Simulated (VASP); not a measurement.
An input for Quantum ESPRESSO's pw.x (written as the equivalent of a VASP run, and not itself run):

```
&CONTROL
  calculation = 'vc-relax'
  pseudo_dir = './pseudo'
  outdir = './out'
  tprnfor = .true.
  tstress = .true.
  nstep = 60
  forc_conv_thr = 0.00078
/
&SYSTEM
  ibrav = 0
  nat = 6
  ntyp = 2
  ecutwfc = 84
  occupations = 'smearing'
  smearing = 'gaussian'
  degauss = 0.003675
  input_dft = 'vdw-df-obk8'
/
&ELECTRONS
  conv_thr = 7.3e-08
  electron_maxstep = 100
/
&IONS
/
&CELL
/
ATOMIC_SPECIES
  Zn 65.380 Zn.upf
  F 18.998 F.upf
CELL_PARAMETERS angstrom
     4.7138815    0.0000000    0.0000000
     0.0000000    4.7138815    0.0000000
     0.0000000    0.0000000    3.1398455
ATOMIC_POSITIONS crystal
  Zn   1.0000000  1.0000000  0.0000000
  Zn   0.5000000  0.5000000  0.5000000
  F    0.3031691  0.3031691  0.0000000
  F    0.8031691  0.1968309  0.5000000
  F    0.1968309  0.8031691  0.5000000
  F    0.6968309  0.6968309  1.0000000
K_POINTS automatic
  4 4 6 0 0 0
```

**Question.** Write the VASP files for the same calculation (optB88-vdW).

**Answer.** Several could match; the one computed here: 
**INCAR**
```
# general
SYSTEM   = ZnF2
PREC     = Accurate
ENCUT    = 520   # plane-wave cut-off (eV)
LREAL    = F   # projection in real space or not
LASPH    = T

# electronic loop
EDIFF    = 1E-6   # SCF stop (eV)
NELM     = 100   # most electronic steps
ALGO     = Normal
LMAXMIX  = 4

# smearing
ISMEAR   = 0   # Gaussian
SIGMA    = 0.05   # width (eV)

# functional
GGA      = BO
LUSE_VDW = T
AGGAC    = 0.0
PARAM1   = 0.1833333333
PARAM2   = 0.22

# ions
IBRION   = 2
NSW      = 60
ISIF     = 3
EDIFFG   = -0.02   # ionic stop

# output
LWAVE    = F
LCHARG   = F
```

File KPOINTS:
```
Automatic mesh
0
Gamma
4 4 6
0 0 0
```

POSCAR:
```
ZnF2
1.0
  4.7138815176   0.0000000000   0.0000000000
  0.0000000000   4.7138815176   0.0000000000
  0.0000000000   0.0000000000   3.1398455168
Zn F
2 4
Cartesian
  4.7138815176   4.7138815176   0.0000000000
  2.3569407588   2.3569407588   1.5699227584
  1.4291032846   1.4291032846   0.0000000000
  3.7860440434   0.9278374742   1.5699227584
  0.9278374742   3.7860440434   1.5699227584
  3.2847782330   3.2847782330   3.1398455168
```

POTCAR, in this order: Zn F (PBE.64 set). Program: vasp_std.

Limits of the translation: the potentials are each code's own (VASP's PAW set, PseudoDojo norm-conserving files in pw.x), so ENCUT and ecutwfc are chosen apart and not converted; conv_thr bounds pw.x's estimated SCF error, while EDIFF bounds the energy change between steps; forc_conv_thr acts on force components and is met together with etot_conv_thr.

The compound is ZnF2 in the rutile structure. This run relaxes it. Symmetry was kept, so distortions that lower it aren't found. The start is the result of an earlier pass.
